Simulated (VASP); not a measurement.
## HfN: energy against strain

HfN (rock salt, Fm-3m, 11.480 Å³/atom and stress up to 0.05 GPa in the relaxed cell, cube axes along x, y and z) under a strain ε along a cube axis (axis z), the other axes held. r2SCAN in VASP (plane waves, PAW), 600 eV, 18×18×18 Γ-centred mesh, Methfessel-Paxton smearing 0.10 eV; ions are relaxed, or left where forces stay under 0.02 eV/Å, within the symmetry of each cell.

Here s stands for strain and y for E less E0.

```csv
strain (%),E less E0 (meV/atom)
-1.50,5.46
-1.00,2.44
-0.50,0.63
0.00,0.00
0.50,0.51
1.00,2.07
1.50,4.58
3.00,?
```

Problem. Fit y against s with a parabola, and predict the withheld value at s = 3.00.

Solution. Least squares gives y = 0.014 - 0.2500·s + 2.2276·s². Residuals (row less fit): 0.059, -0.052, -0.066, -0.014, 0.064, 0.078, -0.071; standard error 0.081 (degrees of freedom: 4). Twice the quadratic coefficient over the volume, 2 × 2.2276 meV × 10⁴ × 0.1602 / 11.480 Å³, is the elastic constant C11 = about 620 GPa. At the withheld row, y = 0.014 - 0.2500 × 3.0 + 2.2276 × 3.0² = 19.312 meV/atom. The calculation gives 17.33 meV/atom, 1.982 meV/atom below the prediction (11.4 % of the range of y in the table). The row lies outside the fitted rows, so this is an extrapolation. From the scatter of the fitted rows alone, a prediction at this place has a standard error of 0.308 meV/atom, so the miss is 6.4 times that.

A polynomial of degree 3 through the 12 other runs of the series gives 17.30 there, so most of the miss is curvature that the fit leaves out. In a metal these values are sensitive to mesh and smearing; energies are taken to zero smearing, stresses follow the free energy. For HfN: the electron count is odd and the run is not spin-polarised, which forces a metal. Rows are the converged runs of the series near zero and its far end, less any whose ions stayed unrelaxed beside relaxed ones; series whose fitted rows scatter by over a few per cent of the range, as at a crossing or softening among them, aren't shown in this form. Most that stay on the fit to the last digits aren't either.
